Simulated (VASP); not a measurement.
Data:

```xyz
2
Lattice="3.7513 0.0000 0.0000 -1.8757 3.2487 0.0000 0.0000 0.0000 3.6611" Properties=species:S:1:pos:R:3 pbc="T T T"
Au     0.0000     0.0000     0.0000
I      1.8757     1.0829     1.8306
```

Level of theory: PBE GGA with D3 dispersion (zero damping), VASP's PBE PAW potentials (set 64) (plane waves; VASP 6.6.1). Run with 400 eV cut-off, 7×7×7 Γ-centred mesh, Gaussian smearing of 0.050 eV, potentials Au I.

Unless said otherwise, spin-orbit coupling is left out, though it shifts the bands of the heavy elements here.

Problem. Estimate the energy per atom (σ→0), pressure, band gap (on the k-mesh) with the smallest direct gap where there is one.

Solution. 
- band gap (on the k-mesh) = none (metal, semimetal or under 0.01 eV)
- energy per atom (σ→0) = -2.262 eV/atom
- pressure = 16.26 GPa

Only differences to runs with the same potentials and settings are physical.

The structure was generated: AuI was put into the WC type (P-6m2), which need not be its known phase. The cell was not relaxed at this level. The run is one of a series of settings (IVDW = 11 against the base run), some of them coarse on purpose.
